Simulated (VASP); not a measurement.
An input for Quantum ESPRESSO's pw.x (written as the equivalent of a VASP run, and not itself run):

```
&CONTROL
  calculation = 'vc-relax'
  pseudo_dir = './pseudo'
  outdir = './out'
  tprnfor = .true.
  tstress = .true.
  nstep = 30
  forc_conv_thr = 0.00039
/
&SYSTEM
  ibrav = 0
  nat = 4
  ntyp = 1
  ecutwfc = 110
  occupations = 'smearing'
  smearing = 'methfessel-paxton'
  degauss = 0.00735
  input_dft = 'vdw-df2-b86r'
/
&ELECTRONS
  conv_thr = 7.3e-09
  electron_maxstep = 100
/
&IONS
/
&CELL
  cell_dofree = 'shape'
/
ATOMIC_SPECIES
  La 138.905 La.upf
CELL_PARAMETERS angstrom
     1.8926346   -3.2781395    0.0000000
     1.8926346    3.2781395    0.0000000
     0.0000000    0.0000000   12.1115084
ATOMIC_POSITIONS crystal
  La   0.0000000  0.0000000  0.5000000
  La   0.0000000  0.0000000  0.0000000
  La   0.3333330  0.6666670  0.2500000
  La   0.6666670  0.3333330  0.7500000
K_POINTS automatic
  10 10 3 0 0 0
```

Question: Write the VASP files for the same calculation (rev-vdW-DF2).

Answer: This is not unique; one that fits is 
**KPOINTS**
```
Automatic mesh
0
Gamma
10 10 3
0 0 0
```

### POSCAR
```
La
1
    1.8926345856    -3.2781394832     0.0000000000
    1.8926345856     3.2781394832     0.0000000000
    0.0000000000     0.0000000000    12.1115083730
La
4
Direct
  0.0000000000   0.0000000000   0.5000000000
  0.0000000000   0.0000000000   0.0000000000
  0.3333330000   0.6666670000   0.2500000000
  0.6666670000   0.3333330000   0.7500000000
```

INCAR:
```
! general
SYSTEM  =La
PREC    =Accurate
ENCUT   =520
LREAL   =.FALSE.
LASPH   =.TRUE.   ! aspherical one-centre terms

! electronic loop
EDIFF   =1E-7
NELM    =100   ! most electronic steps
ALGO    =Normal   ! blocked Davidson
LMAXMIX =6   ! l cut-off of mixed one-centre charges

! smearing
ISMEAR  =1   ! Methfessel-Paxton
SIGMA   =0.1   ! width (eV)

! functional
GGA     =MK
LUSE_VDW=.TRUE.
AGGAC   =0.0
PARAM1  =0.1234568
PARAM2  =0.7114
ZAB_VDW =-1.8867

! ions
IBRION  =2
NSW     =30
ISIF    =4   ! ions and shape, fixed volume
EDIFFG  =-0.01   ! ionic stop

! output
LWAVE   =.FALSE.
LCHARG  =.FALSE.
```

POTCAR, in this order: La (PBE.64 set). Program: vasp_std.

The two are equivalent in intent, not identical: the potentials are each code's own (VASP's PAW set, PseudoDojo norm-conserving files in pw.x), so ENCUT and ecutwfc are chosen apart and not converted; conv_thr bounds pw.x's estimated SCF error, while EDIFF bounds the energy change between steps; forc_conv_thr acts on force components and is met together with etot_conv_thr.

The compound is La in the dhcp structure. This cell is one point of a volume scan, at 1.06 of the reference volume. Symmetry was kept, so distortions that lower it aren't found.
